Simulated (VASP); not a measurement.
```
CELL_PARAMETERS angstrom
      3.79676     0.00000     0.00000
     -1.89838     3.28809     0.00000
      0.00000     0.00000    19.31189
ATOMIC_POSITIONS crystal
  Se 0.66667 0.33333 0.41796
  Se 0.33333 0.66667 0.58204
  Zr 0.00000 0.00000 0.50000
```

Level of theory: optB88-vdW, VASP's PBE PAW potentials (set 64) (plane waves; VASP). Run with PREC = Normal, 400 eV cut-off, 12×12×1 Γ-centred mesh, Gaussian smearing of 0.050 eV, potentials Se Zr_sv.

Q: Predict the energy per atom (σ→0), band gap (on the k-mesh) with the smallest direct gap where there is one.

A: 
| Property | Value |
|---|---|
| band gap (on the k-mesh) | 0.51 eV |
| smallest direct gap (on the k-mesh) | 1.11 eV |
| energy per atom (σ→0) | -4.470 eV/atom |

Total energies compare only between runs with the same potentials, cut-off and functional.

The cell is a sheet with vacuum, built from ZrSe2 (1T layered).
